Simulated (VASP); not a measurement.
Write the native input for VASP 6.6.1 that does the following.

```yaml
Task: single point
Functional: PBEsol
Potentials_or_basis: VASP PAW PBE potentials, release 64 (S, I, Au)
Cutoff: 520 eV
k_mesh: 4 × 4 × 4
Occupations: gaussian, width 0.05 eV
Spin: no spin polarisation
Dipole_correction: no
Further_INCAR_settings: ALGO = Normal; EDIFF = 1e-06; NBANDS = 31
```

The structure of Au3SI lies in POSCAR:

```
Au3SI
1.0
    6.7267163165      0.0000000000      0.0000000000
    0.0000000000      6.7267163165      0.0000000000
    0.0000000000      0.0000000000      6.7267163165
S I Au
1 1 3
Direct
    0.0000000000      0.0000000000      0.0000000000
    0.5000000000      0.5000000000      0.5000000000
    0.5000000000      0.5000000000      0.0000000000
    0.5000000000      0.0000000000      0.5000000000
    0.0000000000      0.5000000000      0.5000000000
```

The cell comes from a database or a generator and needn't be the stable form of this composition.

These files were run (other wordings do the same):

INCAR

```
SYSTEM = Au3SI
PREC = Accurate
ENCUT = 520
EDIFF = 1E-6
ISMEAR = 0
SIGMA = 0.05
LREAL = .FALSE.
LASPH = .TRUE.
NELM = 100
ALGO = Normal
ISIF = 2
LWAVE = .FALSE.
LCHARG = .TRUE.
GGA = PS
LELF = .TRUE.
LVHAR = .TRUE.
NBANDS = 31
```

KPOINTS

```
regular mesh
0
G
  4 4 4
  0 0 0
```

Potentials or basis: VASP PAW PBE potentials, release 64 (S, I, Au).

Run with:

```bash
$ cat potpaw_PBE.64/S/POTCAR potpaw_PBE.64/I/POTCAR potpaw_PBE.64/Au/POTCAR > POTCAR
$ mpirun -np 1 vasp_std > vasp.out
```

Results of the run:

```
Pressure               : -4.1 GPa
Band gap on the k mesh : none (metal or under the smearing width)
```

Caveat: the PAW data sets were made with another functional, which shifts forces and pressure a little.

It took 62 s on 1 thread of Intel(R) Xeon(R) Platinum 8488C (Sapphire Rapids), with other jobs on the host, peak memory 0.39 GiB.
